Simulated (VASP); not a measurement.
# BeRhS3 (Pm-3m) in VASP: density of states with r2SCAN+D3(BJ)

Aim: the density of states of BeRhS3 with r2SCAN+D3(BJ).

Everything below comes from runs of VASP 6.6.1. Logs are shortened: lines on timing, memory, paths and dates and some standing lists are left out, and cuts for length are marked.

### Step 1. The crystal as given

The structure is cubic, space group Pm-3m (No. 221). Conventional cell: a = 4.347 Å, b = 4.347 Å, c = 4.347 Å, α = 90.00°, β = 90.00°, γ = 90.00°. Be (site symmetry m-3m) is surrounded by 12 S at 3.07 Å. Around Rh (site symmetry m-3m) lie 6 S at 2.17 Å. S (site symmetry 4/mmm) is surrounded by 2 Rh at 2.17 Å.

The cell was built by a generator and needn't be a form met in nature.

### Step 2. Density of states, r2SCAN+D3(BJ)

INCAR reads:

```
SYSTEM = BeRhS3
ALGO = Normal ; EDIFF = 1E-7
ENCUT = 500 ; ISIF = 2
ISMEAR = -5 ; IVDW = 12
LASPH = .TRUE. ; LCHARG = .FALSE.
LMAXMIX = 4 ; LMIXTAU = .TRUE.
LORBIT = 10 ; LREAL = .FALSE.
LWAVE = .FALSE. ; METAGGA = R2SCAN
NEDOS = 1001 ; NELM = 80
PREC = Accurate ; SIGMA = 0.1
VDW_A1 = 0.49484001 ; VDW_A2 = 5.73083694
VDW_S6 = 1.0 ; VDW_S8 = 0.78981345
```

KPOINTS reads:

```
k-points
0
G
  6 6 6
  0 0 0
```

POSCAR reads:

```
BeRhS3
4.3467
    1.000005224653      0.000000000000      0.000000000000
    0.000000000000      1.000005224653      0.000000000000
    0.000000000000      0.000000000000      1.000005224653
Be Rh S
1 1 3
Direct
    0.0000000000      0.0000000000      0.0000000000
    0.5000000000      0.5000000000      0.5000000000
    0.0000000000      0.5000000000      0.5000000000
    0.5000000000      0.5000000000      0.0000000000
    0.5000000000      0.0000000000      0.5000000000
```

Potentials or basis: VASP PAW PBE potentials, release 54 (Be, Rh, S).

The run is started by

```bash
$ cat potpaw_PBE.54/Be/POTCAR potpaw_PBE.54/Rh/POTCAR potpaw_PBE.54/S/POTCAR > POTCAR
$ mpirun -np 1 vasp_std > vasp.out
```

OUTCAR:

```text
SYSTEM = BeRhS3
   EDIFF = 1E-7
   ENCUT = 500
   ISIF = 2
   ISMEAR = -5
   IVDW = 12
   LASPH = .TRUE.
   LORBIT = 10
   LREAL = .FALSE.
   METAGGA = R2SCAN
   NELM = 80
   PREC = Accurate
 IVDW          = 12

 ion  position               nearest neighbor table
   1  0.000  0.000  0.000-
   2  0.500  0.500  0.500-   3 2.17   4 2.17   5 2.17   4 2.17   5 2.17   3 2.17
   3  0.000  0.500  0.500-   2 2.17   2 2.17
   4  0.500  0.500  0.000-   2 2.17   2 2.17
   5  0.500  0.000  0.500-   2 2.17   2 2.17

  LATTYP: Found a simple cubic cell.
 ALAT       =     4.3467227100

  Lattice vectors:

 A1 = (   4.3467227100,   0.0000000000,   0.0000000000)
 A2 = (   0.0000000000,   4.3467227100,   0.0000000000)
 A3 = (   0.0000000000,   0.0000000000,   4.3467227100)

Analysis of symmetry for initial positions (statically):
=====================================================================
 Subroutine PRICEL returns:
 Original cell was already a primitive cell.

 Routine SETGRP: Setting up the symmetry group for a
 simple cubic supercell.

 Subroutine GETGRP returns: Found 48 space group operations
 (whereof 48 operations were pure point group operations)
 out of a pool of 48 trial point group operations.

The static configuration has the point symmetry O_h .

Analysis of symmetry for dynamics (positions and initial velocities):
=====================================================================
 Subroutine PRICEL returns:
 Original cell was already a primitive cell.

 Routine SETGRP: Setting up the symmetry group for a
 simple cubic supercell.

 Subroutine GETGRP returns: Found 48 space group operations
 (whereof 48 operations were pure point group operations)
 out of a pool of 48 trial point group operations.

The dynamic configuration has the point symmetry O_h .

 Subroutine INISYM returns: Found 48 space group operations
 (whereof 48 operations are pure point group operations),
 and found     1 'primitive' translations

----------------------------------------------------------------------------------------

                                     Primitive cell

  volume of cell :      82.1270

  direct lattice vectors                    reciprocal lattice vectors
     4.346722710  0.000000000  0.000000000     0.230058383  0.000000000  0.000000000
     0.000000000  4.346722710  0.000000000     0.000000000  0.230058383  0.000000000
[... 102 lines left out ...]
   EFERMI =   0.00;   METHOD = LEGACY
   ISMEAR =    -5;   SIGMA  =   0.10  broadening in eV -4-tet -1-fermi 0-gaus
   EFERMI_NEDOS =   21; number of points for ismear=-14 and -15
   IALGO  =     38    algorithm
   IMIX   =      4    mixing-type and parameters
     AMIX     =   0.40;   BMIX     =  1.00
     AMIX_MAG =   1.60;   BMIX_MAG =  1.00
  volume/ion in A,a.u.               =      16.43       110.84
  Fermi-wavevector in a.u.,A,eV,Ry     =   1.157121  2.186642 18.217245  1.338930
  Thomas-Fermi vector in A             =   2.293736
   LORBIT       =     10    0 simple, 1 ext, 2 COOP (PROOUT), +10 PAW based schemes
   METAGGA = R2SCAN    functional components
   LHFCALC =     F    Hartree Fock is set to
   AEXX    =    0.0000 exact exchange contribution
   IVDW    =    12    specifies the selected vdW correction
   LEPSILON=     F    determine dielectric tensor
   LRPA    =     F    only Hartree local field effects (RPA)
 non-spin polarized calculation
 Fermi weights with tetrahedron method with Bloechl corrections
  energy-cutoff  :      500.00
  volume of cell :       82.13
 maximum number of plane-waves:      2176
 NGX is ok and might be reduce to    32
   NGX = 15   NGY = 15   NGZ = 15

 number of electron      28.9999989 magnetization

 Free energy of the ion-electron system (eV)
  ---------------------------------------------------
  ext. energy  EPLUGINS =         0.00000000
  ---------------------------------------------------
  free energy    TOTEN  =       -47.44242252 eV

  energy without entropy =      -47.44242252  energy(sigma->0) =      -47.44242252

 E-fermi :   6.2863     XC(G=0): -11.0601

 val. band max:        6.3421046629   @ k =   0.5000   0.3333   0.0000
 cond. band min:       5.7000913570   @ k =   0.0000   0.0000   0.0000
 fundamental gap:     -0.6420133059
 Fermi energy:         6.2863060605

 k-point     1 :       0.0000    0.0000    0.0000
  band No.  band energies     occupation
      1      -9.5005      2.00000
      2      -7.1986      2.00000
      3      -7.1986      2.00000
      4       0.8866      2.00000
      5       0.8866      2.00000
      6       0.8866      2.00000
[... 397 lines left out ...]
      5      -1.1050      2.00000
      6      -1.1050      2.00000
[... 10 lines left out ...]
     17      12.9346      0.00000
     18      12.9346      0.00000

------------------------ aborting loop because EDIFF is reached ----------------------------------------

 Edisp (eV)   -0.94490

 E8    (eV) :    -0.2713

  FORCE on cell =-STRESS in cart. coord.  units (eV):
  Direction    XX          YY          ZZ          XY          YZ          ZX
  --------------------------------------------------------------------------------------
  -------------------------------------------------------------------------------------
  Total      10.93688    10.93688    10.93688     0.00000     0.00000     0.00000
  in kB     213.36247   213.36247   213.36247     0.00000     0.00000     0.00000
  external pressure =      213.36 kB  Pullay stress =        0.00 kB

 VOLUME and BASIS-vectors are now :
 -----------------------------------------------------------------------------
  energy-cutoff  :      500.00
  volume of cell :       82.13
      direct lattice vectors                 reciprocal lattice vectors
     4.346722710  0.000000000  0.000000000     0.230058383  0.000000000  0.000000000
     0.000000000  4.346722710  0.000000000     0.000000000  0.230058383  0.000000000
     0.000000000  0.000000000  4.346722710     0.000000000  0.000000000  0.230058383

 POSITION                                       TOTAL-FORCE (eV/Angst)
 -----------------------------------------------------------------------------------
      0.00000      0.00000      0.00000         0.000000      0.000000      0.000000
      2.17336      2.17336      2.17336         0.000000      0.000000      0.000000
      0.00000      2.17336      2.17336         0.000000      0.000000      0.000000
      2.17336      2.17336      0.00000         0.000000      0.000000      0.000000
      2.17336      0.00000      2.17336         0.000000      0.000000      0.000000
 -----------------------------------------------------------------------------------
    total drift:                                0.000000     -0.000000     -0.000000

  FREE ENERGIE OF THE ION-ELECTRON SYSTEM (eV)
  ---------------------------------------------------
  free  energy   TOTEN  =       -48.3873253935 eV

  energy  without entropy=      -48.3873253935  energy(sigma->0) =      -48.38732539

 total charge

# of ion       s       p       d       tot
------------------------------------------
    1        0.329   0.167   0.000   0.496
    2        0.538   0.918   7.810   9.266
    3        1.365   2.364   0.000   3.729
    4        1.365   2.364   0.000   3.729
    5        1.365   2.364   0.000   3.729
--------------------------------------------------
tot          4.963   8.176   7.810  20.949
```

stdout:

```text
POSCAR found type information on POSCAR BeRhS
 POSCAR found :  3 types and       5 ions
 scaLAPACK will be used
 -----------------------------------------------------------------------------
[... 44 lines left out ...]
|     Tetrahedron method does not include variations of the Fermi             |
|     occupations, so forces and stress will be inaccurate. We suggest        |
|     using a different smearing scheme ISMEAR = 1 or 2 for metals in         |
|     relaxations.                                                            |
|                                                                             |
 -----------------------------------------------------------------------------
```

Run time: 72 s. Hardware: 1 thread of Intel Xeon Platinum 8488C (Sapphire Rapids), shared host; peak memory 0.21 GiB.

What came out:

```yaml
Free_energy: -48.3873 eV
Pressure: 21.3 GPa
Valence_electrons_inside_the_program's_atomic_spheres: Be 0.50; Rh 9.27; S 3.73
Dispersion_energy_per_atom: -0.189 eV
```

States per cell in windows of 0.5 eV (zero at the Fermi level; states under -8 eV left out):
```csv
from (eV),total,Rh2_d,S3_p,S4_p,S5_p,Rh2_p,Be1_s
-8.0,0.42,0.16,0.05,0.05,0.05,0.00,0.00
-7.5,1.59,0.65,0.17,0.17,0.17,0.03,0.01
-7.0,2.03,0.79,0.20,0.20,0.20,0.06,0.02
-6.5,1.87,0.68,0.18,0.18,0.18,0.08,0.01
-6.0,2.02,0.72,0.19,0.19,0.19,0.10,0.00
-5.5,1.66,0.65,0.15,0.15,0.15,0.09,0.00
-5.0,1.03,0.41,0.09,0.09,0.09,0.08,0.00
-4.5,0.83,0.36,0.07,0.07,0.07,0.08,0.00
-4.0,0.73,0.31,0.06,0.06,0.06,0.08,0.01
-3.5,0.37,0.07,0.03,0.03,0.03,0.00,0.02
-3.0,0.80,0.14,0.08,0.08,0.08,0.00,0.04
-2.5,1.35,0.27,0.14,0.14,0.14,0.00,0.04
-2.0,1.76,0.45,0.18,0.18,0.18,0.00,0.05
-1.5,2.04,0.75,0.17,0.17,0.17,0.01,0.05
-1.0,1.48,0.31,0.21,0.21,0.21,0.02,0.01
-0.5,3.12,0.72,0.41,0.41,0.41,0.04,0.04
0.0,1.82,0.40,0.25,0.25,0.25,0.02,0.03
0.5,0.94,0.21,0.08,0.08,0.08,0.02,0.07
1.0,0.79,0.16,0.06,0.06,0.06,0.03,0.08
1.5,0.75,0.12,0.05,0.05,0.05,0.03,0.09
2.0,0.91,0.19,0.07,0.07,0.07,0.05,0.10
2.5,0.49,0.08,0.03,0.03,0.03,0.03,0.03
3.0,0.45,0.06,0.02,0.02,0.02,0.02,0.02
3.5,0.31,0.04,0.02,0.02,0.02,0.01,0.01
4.0,0.22,0.03,0.01,0.01,0.01,0.01,0.01
4.5,0.18,0.03,0.01,0.01,0.01,0.01,0.01
5.0,0.11,0.02,0.01,0.01,0.01,0.01,0.00
5.5,0.06,0.01,0.00,0.00,0.00,0.00,0.00
6.0,0.01,0.00,0.00,0.00,0.00,0.00,0.00
6.5,0.00,0.00,0.00,0.00,0.00,0.00,0.00
```

Caveat: the bands computed are all filled at some k points, so no gap is given; so large a pressure means that the cell lies far from this level's equilibrium, or that cutoff or potentials fall short; the potentials were made for another functional, which shifts forces and pressure.

### Step 3. The reference run

An earlier run on the cell as given: functional PBE; potentials or basis VASP PAW PBE potentials, release 64 (Be, Rh_pv, S); cutoff 520 eV; k mesh 6 × 6 × 6; occupations fermi-dirac, width 0.05 eV; no spin polarisation.

- Pressure: 22.7 GPa
- Band gap on the k mesh: none (metal or under the smearing width)
